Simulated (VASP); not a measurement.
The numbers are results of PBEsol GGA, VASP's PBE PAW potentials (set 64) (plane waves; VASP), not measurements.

Input for VASP

**INCAR**
```
ALGO=Normal
EDIFF=1E-7
ENCUT=400
GGA=PS
ICHARG=11
ISMEAR=0
LASPH=.TRUE.
LCHARG=.FALSE.
LMAXMIX=4
LORBIT=11
LREAL=.FALSE.
LWAVE=.FALSE.
NELM=100
PREC=Accurate
SIGMA=0.05
SYSTEM=PdSb
```

**KPOINTS**
```
k-points along high-symmetry lines
15
Line-mode
Reciprocal
  0.000000   0.000000   0.000000 ! GAMMA
  0.500000   0.000000   0.500000 ! X

  0.500000   0.000000   0.500000 ! X
  0.625000   0.250000   0.625000 ! U

  0.375000   0.375000   0.750000 ! K
  0.000000   0.000000   0.000000 ! GAMMA

  0.000000   0.000000   0.000000 ! GAMMA
  0.500000   0.500000   0.500000 ! L

  0.500000   0.500000   0.500000 ! L
  0.500000   0.250000   0.750000 ! W

  0.500000   0.250000   0.750000 ! W
  0.500000   0.000000   0.500000 ! X
```

**POSCAR**
```
PdSb
5.4588740
  0.0000000000   0.4999999679   0.4999999679
  0.4999999679   0.0000000000   0.4999999679
  0.4999999679   0.4999999679   0.0000000000
Pd Sb
1 1
Direct
  0.0000000000   0.0000000000   0.0000000000
  0.5000000000   0.5000000000   0.5000000000
```

POTCAR, in this order: Pd Sb (PBE.64 set). Program: vasp_std. Read from the step before: CHGCAR.

What VASP printed:

**OSZICAR**
```
       N       E                     dE             d eps       ncg     rms          rms(c)
DAV:   1     0.638359052514E+02    0.63836E+02   -0.52531E+03  1980   0.899E+02
DAV:   2    -0.845528716041E+01   -0.72291E+02   -0.67084E+02  2276   0.202E+02
DAV:   3    -0.103045411472E+02   -0.18493E+01   -0.18175E+01  2208   0.369E+01
DAV:   4    -0.103227223670E+02   -0.18181E-01   -0.18175E-01  2180   0.392E+00
DAV:   5    -0.103231111783E+02   -0.38881E-03   -0.38881E-03  2194   0.589E-01
DAV:   6    -0.103231237170E+02   -0.12539E-04   -0.12540E-04  2204   0.983E-02
DAV:   7    -0.103231241669E+02   -0.44997E-06   -0.44909E-06  2171   0.192E-02
DAV:   8    -0.103231241826E+02   -0.15621E-07   -0.16084E-07  1719   0.353E-03
   1 F= -.10323124E+02 E0= -.10322348E+02  d E =-.155272E-02
```

### OUTCAR
```
 val. band max:        8.4148503668   @ k =   0.3929   0.0000   0.3929

 cond. band min:       8.4394534311   @ k =   0.2679   0.2679   0.5357



 k-point     1 :       0.0000    0.0000    0.0000
  band No.  band energies     occupation
      1      -2.7637      2.00000
      2       5.8593      2.00000
      3       5.8593      2.00000
      4       5.8593      2.00000
      5       5.8851      2.00000
      6       5.8851      2.00000
      7      10.7411      0.00000
      8      10.7411      0.00000
      9      10.7411      0.00000
     10      15.4575      0.00000
     11      17.2774      0.00000

 k-point     2 :       0.0357    0.0000    0.0357
  band No.  band energies     occupation
      1      -2.7390      2.00000
      2       5.8348      2.00000
      3       5.8507      2.00000
      4       5.8584      2.00000
      5       5.8584      2.00000
      6       5.8887      2.00000
      7      10.7002      0.00000
      8      10.7208      0.00000
      9      10.7208      0.00000
     10      15.6166      0.00000
     11      17.1955      0.00000

 k-point     3 :       0.0714    0.0000    0.0714
  band No.  band energies     occupation
      1      -2.6653      2.00000
      2       5.6909      2.00000
      3       5.8253      2.00000
      4       5.8565      2.00000
      5       5.8565      2.00000
      6       5.8992      2.00000
      7      10.5985      0.00000
      8      10.6583      0.00000
      9      10.6583      0.00000
     10      16.0638      0.00000
     11      17.0039      0.00000

 k-point     4 :       0.1071    0.0000    0.1071
  band No.  band energies     occupation
      1      -2.5446      2.00000
      2       5.4721      2.00000
      3       5.7848      2.00000
      4       5.8567      2.00000
      5       5.8567      2.00000
      6       5.9162      2.00000
      7      10.4761      0.00000
      8      10.5501      0.00000
      9      10.5501      0.00000
     10      16.7268      0.00000
...
```

The density is held fixed in this step, so its total energy and stress have no physical meaning. Unless said otherwise, spin-orbit coupling is left out, though it shifts the bands of the heavy elements here.

The structure was generated: PdSb was put into the rock salt type (Fm-3m), which need not be its known phase. It was relaxed first, which changed the volume by -25 %. The electron count is odd and the run is not spin-polarised, which forces a metal.
